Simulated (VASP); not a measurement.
Data:

```
CELL_PARAMETERS angstrom
      6.03599     0.00000     0.00000
      0.00000     6.03599     0.00000
      0.00000     0.00000     6.03599
ATOMIC_POSITIONS crystal
  Cs 0.00000 0.00000 0.00000
  Pb 0.50000 0.50000 0.50000
  Br 0.50000 0.00000 0.50000
  Br 0.00000 0.50000 0.50000
  Br 0.50000 0.50000 0.00000
```

All values below come from rev-vdW-DF2, VASP's PBE PAW potentials (set 64) (plane waves; VASP). Run with 520 eV cut-off, 4×4×4 Γ-centred mesh, Gaussian smearing of 0.050 eV, potentials Cs_sv Pb_d Br.

### Question
Give the stress tensor in GPa (positive for a compressed cell).

### Answer

```
-1.07   0.00   0.00
 0.00  -1.07   0.00
 0.00   0.00  -1.07
```
The pressure is its mean diagonal, -1.07 GPa.

The compound is CsPbBr3 in the cubic perovskite structure, the ideal cubic form; the compound distorts at low or room temperature. This cell is one point of a volume scan, at 1.06 of the reference volume.
